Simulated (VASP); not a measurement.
# Bi2Se3 (Paraguanajuatite): accuracy against cost in the plane-wave cutoff and PAW data sets

How sensitive are energy, pressure and forces of Bi2Se3 (Paraguanajuatite) to the plane-wave cutoff and PAW data sets? The series runs use PBE. The plane-wave cutoff tried: ENCUT = 150; ENCUT = 180; ENCUT = 220; ENCUT = 240; ENCUT = 280; ENCUT = 320; ENCUT = 390; ENCUT = 490. The PAW data sets tried: minimal 64: Bi Se; recommended 64: Bi_d Se; recommended 54: Bi_d Se; gw 64: Bi_d_GW Se_GW. The start is a cell from a database of measured crystal structures.

Calculated with VASP 6.6.1; PBE; plane waves and PAW (Bi_d, Se), in the first sound run; inputs show where later runs differ.

## Step 1: Set-up

The structure is trigonal, space group R-3m (No. 166). Conventional cell: a = 4.143 Å, b = 4.143 Å, c = 28.636 Å, α = 90.00°, β = 90.00°, γ = 120.00°. Bi has 6 Se at 2.85 to 3.07 Å nearest. Se has 6 Bi at 3.07 Å nearest. Nearest to Se lie 3 Bi at 2.85 Å. Farther neighbours and most contacts between anions are not listed.

Coordinates:

```cif
data_structure
_symmetry_space_group_name_H-M 'R-3m:H'
_symmetry_Int_Tables_number 166
_cell_length_a 4.1430
_cell_length_b 4.1430
_cell_length_c 28.6360
_cell_angle_alpha 90.000
_cell_angle_beta 90.000
_cell_angle_gamma 120.000
_cell_volume 425.67
loop_
_atom_site_label
_atom_site_type_symbol
_atom_site_symmetry_multiplicity
_atom_site_Wyckoff_symbol
_atom_site_fract_x
_atom_site_fract_y
_atom_site_fract_z
_atom_site_occupancy
Bi1 Bi 6 c 0.33333 0.66667 0.06747 1
Se1 Se 3 a 0.00000 0.00000 0.00000 1
Se2 Se 6 c 0.00000 0.00000 0.21170 1
```

## Step 2: Plane-wave cutoff: ENCUT = 150

The basis grows with ENCUT, and energy and stress both move with it. PBE, the usual starting point, adds the gradient of the density.

Contents of INCAR:

```
SYSTEM = Bi2Se3
PREC = Accurate
ENCUT = 150
EDIFF = 1E-06
NELM = 100
ISMEAR = -1
SIGMA = 0.05
LREAL = .FALSE.
ALGO = Normal
GGA = PE
NBANDS = 30
LORBIT = 11
LWAVE = .FALSE.
LCHARG = .FALSE.
KPAR = 4
ISIF = 2
```

Contents of POSCAR:

```
Bi2Se3
1.0
   -4.1430000000      0.0000000000      0.0000000000
    2.0715000000     -3.5879432479      0.0000000000
    2.0715000000      1.1959810826      9.5453333333
Bi Se
2 3
Direct
    0.8016000000      0.4008000000      0.2024000000
    0.1984000000      0.5992000000      0.7976000000
    0.0000000000      0.0000000000      0.0000000000
    0.4234000000      0.2117000000      0.6351000000
    0.5766000000      0.7883000000      0.3649000000
```

Contents of KPOINTS:

```
Automatic mesh
0
Gamma
7 7 7
0 0 0
```

Potentials, in the order of the species: Bi_d and Se (PBE family, release 64).

The run is started by

```
$ mpirun -np 4 vasp_std
```

Log:

```text
[banner, memory and clock lines left out]
running    4 mpi-ranks, on    1 nodes
 distrk:  each k-point on    1 cores,    4 groups
 distr:  one band on    1 cores,    1 groups

 POSCAR found type information on POSCAR BiSe
 POSCAR found :  2 types and       5 ions
 LDA part: xc-table for (Slater+PW92), standard interpolation
 POSCAR, INCAR and KPOINTS ok, starting setup
 FFT: planning ... GRIDC
 FFT: planning ... GRID_SOFT
 FFT: planning ... GRID
 WAVECAR not read
 entering main loop
       N       E                     dE             d eps       ncg     rms          rms(c)
DAV:   1     0.194381338923E+03    0.19438E+03   -0.13358E+04  3372   0.571E+02
DAV:   2    -0.583078160423E+00   -0.19496E+03   -0.18798E+03  3238   0.205E+02
DAV:   3    -0.968455447778E+01   -0.91015E+01   -0.90000E+01  3082   0.430E+01
DAV:   4    -0.979766724830E+01   -0.11311E+00   -0.11300E+00  2836   0.466E+00
DAV:   5    -0.979945849714E+01   -0.17912E-02   -0.17900E-02  3036   0.520E-01    0.986E+00
DAV:   6    -0.814177453616E+01    0.16577E+01   -0.31056E+00  2892   0.125E+01    0.596E+00
DAV:   7    -0.806877722083E+01    0.72997E-01   -0.11004E+00  2964   0.599E+00    0.237E+00
DAV:   8    -0.808771995759E+01   -0.18943E-01   -0.10441E-01  2808   0.184E+00    0.732E-01
DAV:   9    -0.808922310626E+01   -0.15031E-02   -0.57444E-03  3116   0.575E-01    0.219E-01
DAV:  10    -0.808931955915E+01   -0.96453E-04   -0.28948E-03  2916   0.333E-01    0.951E-02
DAV:  11    -0.808933914488E+01   -0.19586E-04   -0.35757E-04  2928   0.104E-01    0.443E-02
DAV:  12    -0.808936317948E+01   -0.24035E-04   -0.45916E-05  2952   0.427E-02    0.196E-02
DAV:  13    -0.808936628489E+01   -0.31054E-05   -0.80380E-06  2490   0.140E-02    0.591E-03
DAV:  14    -0.808936584111E+01    0.44377E-06   -0.82995E-07  1728   0.516E-03
   1 F= -.80893658E+01 E0= -.80892311E+01  d E =-.269564E-03
```

It took 6.8 s on 4 MPI ranks of Intel Xeon 6975P-C (Granite Rapids), shared host; peak memory 0.54 GiB.

Lines that name or quote the potential files are left out of all logs, and their timing lines are given in words.

Parts of OUTCAR (step 2):

```text
ion  position               nearest neighbor table
   1  0.802  0.401  0.202-   5 2.85   5 2.85   5 2.85   3 3.07   3 3.07   3 3.07
   2  0.198  0.599  0.798-   4 2.85   4 2.85   4 2.85   3 3.07   3 3.07   3 3.07
   3  0.000  0.000  0.000-   1 3.07   2 3.07   1 3.07   2 3.07   1 3.07   2 3.07
   4  0.423  0.212  0.635-   2 2.85   2 2.85   2 2.85
   5  0.577  0.788  0.365-   1 2.85   1 2.85   1 2.85

  LATTYP: Found a trigonal (rhomboedric) cell.
 ALAT       =     9.8404710987
 COS(alpha) =     0.9113725833

 Subroutine GETGRP returns: Found 12 space group operations
 (whereof 12 operations were pure point group operations)

The static configuration has the point symmetry D_3d.

 Found     44 irreducible k-points:

   k-points           NKPTS =     44   k-points in BZ     NKDIM =     44   number of bands    NBANDS=     30

   dimension x,y,z NGX =    18 NGY =   18 NGZ =   40
   dimension x,y,z NGXF=    36 NGYF=   36 NGZF=   80

   ENCUT  =  150.0 eV  11.02 Ry    3.32 a.u.   4.14  4.14  9.83*2*pi/ulx,y,z

   NELECT =      48.0000    total number of electrons

 k-points in reciprocal lattice and weights: Automatic mesh
   0.00000000  0.00000000  0.00000000       0.003
   0.14285714  0.00000000 -0.00000000       0.017
   0.28571429  0.00000000 -0.00000000       0.017
   0.42857143 -0.00000000 -0.00000000       0.017
   0.00000000  0.14285714 -0.00000000       0.017
   0.14285714  0.14285714 -0.00000000       0.035
   0.28571429  0.14285714 -0.00000000       0.035
   0.42857143  0.14285714 -0.00000000       0.017
   0.00000000  0.28571429 -0.00000000       0.017
[...]
0.00000000  0.00000000  0.42857143       0.006
   0.14285714  0.00000000  0.42857143       0.017

 average (electrostatic) potential at core
       1-108.7423       2-108.7423       3 -53.1683       4 -53.3385       5 -53.3385

 E-fermi :   5.0288

 k-point     1 :       0.0000    0.0000    0.0000
  band No.  band energies     occupation
    ...
     20       3.1321      2.00000
     21       3.1321      2.00000
     22       3.7926      2.00000
     23       3.7926      2.00000
     24       4.9169      1.80750
     25       5.1364      0.20847
     26       6.3082      0.00000
     27       6.3082      0.00000
     28       7.0621      0.00000
     29       7.6306      0.00000
    ...

 k-point     2 :       0.1429    0.0000   -0.0000
  band No.  band energies     occupation
    ...
     20       3.1691      2.00000
     21       3.3363      2.00000
     22       3.6627      2.00000
     23       4.2137      2.00000
     24       4.2981      2.00000
     25       6.0538      0.00000
     26       6.5366      0.00000
     27       6.7409      0.00000
     28       7.2003      0.00000
     29       7.7986      0.00000
    ...

 k-point     3 :       0.2857    0.0000   -0.0000
  band No.  band energies     occupation
    ...
     20       2.7324      2.00000
     21       2.8219      2.00000
     22       3.4919      2.00000
     23       3.5148      2.00000
     24       3.7152      2.00000
     25       6.5487      0.00000
     26       7.3136      0.00000
     27       7.4830      0.00000
     28       7.8617      0.00000
     29       8.1363      0.00000
    ...

  Total     -127.1960728   -127.1960728   -127.0697658      0.0000000      0.0000000      0.0000000
  in kB    -1436.2587505  -1436.2587505  -1434.8325310      0.0000000      0.0000000      0.0000000
  external PRESSURE =   -1435.7833440 kB  Pullay stress =       0.0000000 kB

  energy-cutoff  :      150.00
  volume of cell :      141.89
      direct lattice vectors                 reciprocal lattice vectors
    -4.143000000  0.000000000  0.000000000    -0.241370987 -0.139355604  0.069842157
     2.071500000 -3.587943248  0.000000000     0.000000000 -0.278711209  0.034921078
     2.071500000  1.195981083  9.545333333     0.000000000  0.000000000  0.104763235

 POSITION                                       TOTAL-FORCE (eV/Angst)
 -----------------------------------------------------------------------------------
     -2.07150     -1.19598      1.93198         0.000000      0.000000     -0.137952
      2.07150     -1.19598      7.61336        -0.000000     -0.000000      0.137952
      0.00000      0.00000      0.00000         0.000000      0.000000      0.000000
      0.00000     -0.00000      6.06224        -0.000000      0.000000     -0.157754
      0.00000     -2.39196      3.48309         0.000000     -0.000000      0.157754
 -----------------------------------------------------------------------------------
    total drift:                               -0.000000      0.000000      0.000000

  FREE ENERGIE OF THE ION-ELECTRON SYSTEM (eV)
  ---------------------------------------------------
  free  energy   TOTEN  =        -8.0893658411 eV

  energy  without entropy=       -8.0890962770  energy(sigma->0) =       -8.08923106

 total charge
# of ion       s       p       d       tot
------------------------------------------
    1        1.581   1.098  10.282  12.961
    2        1.581   1.098  10.282  12.961
    3        1.493   2.452   0.021   3.966
    4        1.512   2.393   0.022   3.927
    5        1.512   2.393   0.022   3.927
--------------------------------------------------
tot          7.679   9.434  20.630  37.743

[... 3 further parts left out ...]
```

The gap is read on the k-mesh alone, so it is an upper bound where the band edges lie off the mesh. Spin-orbit coupling is off here; with elements this heavy it splits and shifts levels by tenths of an eV or more.

This step gave:

```
SCF cycles                     : 14
electrons                      : 48
bands                          : 30
irreducible k-points           : 44
symmetry operations            : 12
free energy (TOTEN)            : -8.089 eV
energy at zero smearing        : -8.089 eV
Fermi energy                   : 5.029 eV
pressure                       : -143.6 GPa
metallic                       : no
valence top at k               : 0, 0, 0
conduction bottom at k         : 0, 0, 0
least direct gap at k          : 0, 0, 0
gap on the k-mesh              : 0.2195 eV
least direct gap on the k-mesh : 0.2195 eV
```

The series starts at -1.6178 eV an atom and -143.58 GPa, after 14 cycles in 6.8 s.

## Step 3: Plane-wave cutoff: ENCUT = 180

Changes to INCAR since step 2:

```diff
@@ -2,3 +2,3 @@
 PREC = Accurate
-ENCUT = 150
+ENCUT = 180
 EDIFF = 1E-06
```

POSCAR is that of step 2.

KPOINTS is that of step 2.

The run is started by

```
$ mpirun -np 4 vasp_std
```

Log:

```text
[... set-up lines as in an earlier step ...]
 entering main loop
       N       E                     dE             d eps       ncg     rms          rms(c)
DAV:   1     0.244537557241E+03    0.24454E+03   -0.14202E+04  3176   0.707E+02
DAV:   2    -0.423401528968E+01   -0.24877E+03   -0.23970E+03  3266   0.248E+02
DAV:   3    -0.192674936978E+02   -0.15033E+02   -0.14810E+02  3126   0.651E+01
DAV:   4    -0.195189896538E+02   -0.25150E+00   -0.25091E+00  2890   0.831E+00
[...]
DAV:  11    -0.186993607594E+02   -0.74812E-04   -0.17514E-04  2968   0.720E-02    0.290E-02
DAV:  12    -0.186993859678E+02   -0.25208E-04   -0.38955E-05  2892   0.411E-02    0.724E-03
DAV:  13    -0.186993865838E+02   -0.61605E-06   -0.31360E-06  2600   0.105E-02
   1 F= -.18699387E+02 E0= -.18699252E+02  d E =-.268707E-03
```

It took 5.6 s on 4 MPI ranks; peak memory 0.58 GiB.

OUTCAR, selected parts (step 3):

```text
  Total      -28.5443809    -28.5443809    -28.3915204     -0.0000000      0.0000000      0.0000000
  in kB     -322.3143285   -322.3143285   -320.5882759     -0.0000000      0.0000000      0.0000000
  external PRESSURE =    -321.7389777 kB  Pullay stress =       0.0000000 kB

 POSITION                                       TOTAL-FORCE (eV/Angst)
 -----------------------------------------------------------------------------------
     -2.07150     -1.19598      1.93198         0.000000      0.000000     -0.204534
      2.07150     -1.19598      7.61336        -0.000000     -0.000000      0.204534
      0.00000      0.00000      0.00000         0.000000      0.000000      0.000000
      0.00000     -0.00000      6.06224        -0.000000      0.000000     -0.183290
      0.00000     -2.39196      3.48309         0.000000     -0.000000      0.183290
 -----------------------------------------------------------------------------------
    total drift:                               -0.000000      0.000000      0.000000

  FREE ENERGIE OF THE ION-ELECTRON SYSTEM (eV)
  ---------------------------------------------------
  free  energy   TOTEN  =       -18.6993865838 eV

  energy  without entropy=      -18.6991178771  energy(sigma->0) =      -18.69925223

[... 1 part as in an earlier step ...]

[... 2 further parts left out ...]
[key lines of the parts left out:]
E-fermi :   5.0733
```

Against the run before the energy moves by -2122.00 meV an atom and the pressure by +111.40 GPa, after 13 cycles in 5.6 s.

## Step 4: Plane-wave cutoff: ENCUT = 220

Changes to INCAR since step 3:

```diff
@@ -2,3 +2,3 @@
 PREC = Accurate
-ENCUT = 180
+ENCUT = 220
 EDIFF = 1E-06
```

POSCAR is that of step 3.

KPOINTS is that of step 3.

The run is started by

```
$ mpirun -np 4 vasp_std
```

Log:

```text
[... set-up lines as in an earlier step ...]
 entering main loop
       N       E                     dE             d eps       ncg     rms          rms(c)
DAV:   1     0.305478038394E+03    0.30548E+03   -0.15241E+04  2832   0.870E+02
DAV:   2     0.369493819458E+01   -0.30178E+03   -0.29127E+03  3062   0.291E+02
DAV:   3    -0.202859339720E+02   -0.23981E+02   -0.23431E+02  3300   0.934E+01
DAV:   4    -0.208465373371E+02   -0.56060E+00   -0.55843E+00  3126   0.146E+01
[...]
DAV:  12    -0.200721363476E+02   -0.29874E-04   -0.46123E-05  2702   0.330E-02    0.654E-03
DAV:  13    -0.200721376009E+02   -0.12532E-05   -0.31820E-06  2682   0.137E-02    0.380E-03
DAV:  14    -0.200721376314E+02   -0.30523E-07   -0.80739E-07  1716   0.505E-03
   1 F= -.20072138E+02 E0= -.20072000E+02  d E =-.275277E-03
```

Elapsed: 8.6 s, on 4 MPI ranks; peak memory 0.65 GiB; 30 s of CPU time.

Parts of OUTCAR (step 4):

```text
  Total       -0.8834030     -0.8834030     -0.8451293      0.0000000      0.0000000      0.0000000
  in kB       -9.9751139     -9.9751139     -9.5429384      0.0000000      0.0000000      0.0000000
  external PRESSURE =      -9.8310554 kB  Pullay stress =       0.0000000 kB

 POSITION                                       TOTAL-FORCE (eV/Angst)
 -----------------------------------------------------------------------------------
     -2.07150     -1.19598      1.93198        -0.000000      0.000000     -0.185000
      2.07150     -1.19598      7.61336         0.000000     -0.000000      0.185000
      0.00000      0.00000      0.00000        -0.000000      0.000000      0.000000
      0.00000     -0.00000      6.06224         0.000000      0.000000     -0.186544
      0.00000     -2.39196      3.48309        -0.000000     -0.000000      0.186544
 -----------------------------------------------------------------------------------
    total drift:                                0.000000     -0.000000      0.000000

  FREE ENERGIE OF THE ION-ELECTRON SYSTEM (eV)
  ---------------------------------------------------
  free  energy   TOTEN  =       -20.0721376314 eV

  energy  without entropy=      -20.0718623541  energy(sigma->0) =      -20.07199999

[... 1 part as in an earlier step ...]

[... 2 further parts left out ...]
[key lines of the parts left out:]
E-fermi :   5.0778
```

Against the run before the energy moves by -274.55 meV an atom and the pressure by +31.19 GPa, after 14 cycles in 8.6 s.

## Step 5: Plane-wave cutoff: ENCUT = 240

Changes to INCAR since step 4:

```diff
@@ -2,3 +2,3 @@
 PREC = Accurate
-ENCUT = 220
+ENCUT = 240
 EDIFF = 1E-06
```

POSCAR is that of step 4.

KPOINTS is that of step 4.

The run is started by

```
$ mpirun -np 4 vasp_std
```

Log:

```text
[... set-up lines as in an earlier step ...]
 entering main loop
       N       E                     dE             d eps       ncg     rms          rms(c)
DAV:   1     0.327719172788E+03    0.32772E+03   -0.15750E+04  2760   0.944E+02
DAV:   2     0.730521499907E+01   -0.32041E+03   -0.30918E+03  3038   0.306E+02
DAV:   3    -0.201772605826E+02   -0.27482E+02   -0.26801E+02  3288   0.104E+02
DAV:   4    -0.209146146495E+02   -0.73735E+00   -0.73421E+00  3200   0.182E+01
[...]
DAV:  12    -0.201384143950E+02   -0.28425E-04   -0.45760E-05  2614   0.329E-02    0.679E-03
DAV:  13    -0.201384161598E+02   -0.17648E-05   -0.44363E-06  2954   0.185E-02    0.412E-03
DAV:  14    -0.201384161130E+02    0.46865E-07   -0.69375E-07  1674   0.501E-03
   1 F= -.20138416E+02 E0= -.20138278E+02  d E =-.276230E-03
```

Run time: 8.4 s. Hardware: 4 MPI ranks; peak memory 0.73 GiB.

From OUTCAR (step 5):

```text
  Total        1.6736281      1.6736281      1.6828655      0.0000000     -0.0000000     -0.0000000
  in kB       18.8980911     18.8980911     19.0023969      0.0000000     -0.0000000     -0.0000000
  external PRESSURE =      18.9328597 kB  Pullay stress =       0.0000000 kB

 POSITION                                       TOTAL-FORCE (eV/Angst)
 -----------------------------------------------------------------------------------
     -2.07150     -1.19598      1.93198         0.000000      0.000000     -0.180179
      2.07150     -1.19598      7.61336        -0.000000     -0.000000      0.180179
      0.00000      0.00000      0.00000        -0.000000      0.000000      0.000000
      0.00000     -0.00000      6.06224        -0.000000      0.000000     -0.183781
      0.00000     -2.39196      3.48309         0.000000     -0.000000      0.183781
 -----------------------------------------------------------------------------------
    total drift:                                0.000000      0.000000      0.000000

  FREE ENERGIE OF THE ION-ELECTRON SYSTEM (eV)
  ---------------------------------------------------
  free  energy   TOTEN  =       -20.1384161130 eV

  energy  without entropy=      -20.1381398831  energy(sigma->0) =      -20.13827800

[... 1 part as in an earlier step ...]

[... 2 further parts left out ...]
[key lines of the parts left out:]
E-fermi :   5.0771
```

Against the run before the energy moves by -13.26 meV an atom and the pressure by +2.88 GPa, after 14 cycles in 8.4 s.

## Step 6: Plane-wave cutoff: ENCUT = 280

Changes to INCAR since step 5:

```diff
@@ -2,3 +2,3 @@
 PREC = Accurate
-ENCUT = 240
+ENCUT = 280
 EDIFF = 1E-06
```

POSCAR is that of step 5.

KPOINTS is that of step 5.

The run is started by

```
$ mpirun -np 4 vasp_std
```

Log:

```text
[... set-up lines as in an earlier step ...]
 entering main loop
       N       E                     dE             d eps       ncg     rms          rms(c)
DAV:   1     0.369151242874E+03    0.36915E+03   -0.16899E+04  2672   0.107E+03
DAV:   2     0.153649898098E+02   -0.35379E+03   -0.34101E+03  2936   0.332E+02
DAV:   3    -0.198035119592E+02   -0.35169E+02   -0.34238E+02  3348   0.123E+02
DAV:   4    -0.209105415434E+02   -0.11070E+01   -0.11015E+01  3140   0.237E+01
[...]
DAV:  12    -0.201460910748E+02   -0.28254E-04   -0.47314E-05  2760   0.338E-02    0.667E-03
DAV:  13    -0.201460930769E+02   -0.20021E-05   -0.48070E-06  2786   0.197E-02    0.422E-03
DAV:  14    -0.201460930255E+02    0.51399E-07   -0.73095E-07  1668   0.588E-03
   1 F= -.20146093E+02 E0= -.20145955E+02  d E =-.276434E-03
```

It took 8.8 s on 4 MPI ranks; peak memory 0.8 GiB; 31 s of CPU time.

OUTCAR, selected parts (step 6):

```text
  Total        2.2005594      2.2005594      2.2171560      0.0000000     -0.0000000     -0.0000000
  in kB       24.8480366     24.8480366     25.0354406      0.0000000     -0.0000000     -0.0000000
  external PRESSURE =      24.9105046 kB  Pullay stress =       0.0000000 kB

 POSITION                                       TOTAL-FORCE (eV/Angst)
 -----------------------------------------------------------------------------------
     -2.07150     -1.19598      1.93198        -0.000000      0.000000     -0.174525
      2.07150     -1.19598      7.61336         0.000000     -0.000000      0.174525
      0.00000      0.00000      0.00000         0.000000      0.000000      0.000000
      0.00000     -0.00000      6.06224         0.000000      0.000000     -0.180617
      0.00000     -2.39196      3.48309        -0.000000     -0.000000      0.180617
 -----------------------------------------------------------------------------------
    total drift:                                0.000000      0.000000      0.000000

  FREE ENERGIE OF THE ION-ELECTRON SYSTEM (eV)
  ---------------------------------------------------
  free  energy   TOTEN  =       -20.1460930255 eV

  energy  without entropy=      -20.1458165911  energy(sigma->0) =      -20.14595481

[... 1 part as in an earlier step ...]

[... 2 further parts left out ...]
[key lines of the parts left out:]
E-fermi :   5.0767
```

Against the run before the energy moves by -1.54 meV an atom and the pressure by +0.60 GPa, after 14 cycles in 8.8 s.

[end of part 1 of 3]

[Lines on the potential files, build, host, timing and source positions are cut from VASP's logs without a mark.]

[Logs are printed without paths, hosts, clocks, repeated set-up lines and the standing remarks that a program may print on its own settings, such as how far it seeks lower states.]

[Hosts, paths, dates, database ids (printed as entryN), source tags and the programs' standing remarks are cut or masked in the printed files.]

[A measured line is paired with the nearest computed mode of its activity, which favours agreement.]
